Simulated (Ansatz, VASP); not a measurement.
# SiAs3 in VASP and in Ansatz

```
CELL_PARAMETERS angstrom
0.00000 4.47067 4.47067
4.47067 0.00000 4.47067
4.47067 4.47067 0.00000
ATOMIC_POSITIONS crystal
Si 0.50000 0.50000 0.50000
Si 0.25000 0.25000 0.25000
As 0.22098 0.77902 0.77902
As 0.77902 0.22098 0.22098
As 0.77902 0.77902 0.22098
As 0.22098 0.22098 0.77902
As 0.22098 0.77902 0.22098
As 0.77902 0.22098 0.77902
```

Alike in both runs: functional PBE; k mesh 8 × 8 × 8; occupations gaussian, width 0.1 eV; no spin polarisation.

Ansatz relaxed the structure, and its values are those at the end. VASP's run is a single point on that final structure, the one shown.

```csv
,VASP,Ansatz
version,VASP 6.6.1,Ansatz 0.2.0
potentials or method,"VASP PAW PBE potentials, release 64 (Si, As)","scalar-relativistic, plane waves, PAW"
plane-wave cutoff (eV),520,420
valence electrons in the cell,38,98
```

```csv
,VASP,Ansatz,Ansatz less VASP
gap on the k mesh at the Fermi level (eV),none,none,-
pressure (GPa),0.1,0.0,-0.11
```

A gap of «none» marks a metal or a gap that the smearing closes. The two sets of potentials don't hold the same shells in valence.
